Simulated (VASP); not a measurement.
Here is the system:

```yaml
crystal:
  lattice:
    - [4.16723, 0.00000, 0.00000]
    - [-2.08361, 3.60893, 0.00000]
    - [0.00000, 0.00000, 7.00600]
  atoms:
    - { symbol: N, position: [0.33333, 0.66667, 0.32893] }
    - { symbol: N, position: [0.66667, 0.33333, 0.67107] }
    - { symbol: N, position: [0.66667, 0.33333, 0.82893] }
    - { symbol: N, position: [0.33333, 0.66667, 0.17107] }
```

All values below come from LDA (Ceperley-Alder, Perdew-Zunger), VASP's LDA PAW potentials (set 64) (plane waves; VASP). Numerical set-up: 400 eV cut-off, 5×5×3 Γ-centred mesh, Gaussian smearing of 0.010 eV, potentials N.

At this cut-off the stress carries a Pulay error, which pulls relaxed volumes low.

### Question
Give the force on each atom (eV/Å).

### Answer

```json
[
 {"atom": "N1", "Fx": "0.000", "Fy": "0.000", "Fz": "-0.265"},
 {"atom": "N2", "Fx": "0.000", "Fy": "0.000", "Fz": "0.265"},
 {"atom": "N3", "Fx": "0.000", "Fy": "0.000", "Fz": "-0.265"},
 {"atom": "N4", "Fx": "0.000", "Fy": "0.000", "Fz": "0.265"}
]
```

### Question
Give the stress tensor in GPa (positive for a compressed cell).

### Answer

```
-3.19   0.00   0.00
 0.00  -3.19   0.00
 0.00   0.00  -4.39
```
The pressure is its mean diagonal, -3.59 GPa.

The structure comes from a computed database's N2 entry (P6_3/mmc); how it stands against other phases isn't given here. The cell was not relaxed at this level.
